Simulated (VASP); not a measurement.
Energy against volume of HfO2 (fluorite). Level of theory: PBEsol GGA, VASP's PBE PAW potentials (set 64) (plane waves; VASP).

```json
[
 {"V (Å³/atom)": "9.916", "E (eV/atom)": "-10.50926"},
 {"V (Å³/atom)": "10.232", "E (eV/atom)": "-10.53693"},
 {"V (Å³/atom)": "10.549", "E (eV/atom)": "-10.54566"},
 {"V (Å³/atom)": "10.865", "E (eV/atom)": "-10.53822"},
 {"V (Å³/atom)": "11.182", "E (eV/atom)": "-10.51704"}
]
```

### Question
Fit a third-order Birch-Murnaghan equation of state.

### Answer

* **volume per atom**: 10.55 Å^3/atom
* **bulk modulus**: 271 GPa
* **pressure derivative of the bulk modulus**: 4.34
* **lattice constant a**: 5.022 Å

The compound is HfO2 in the fluorite structure, the high-temperature cubic form, which is unstable at 0 K; the monoclinic form is the stable one. It was relaxed first.
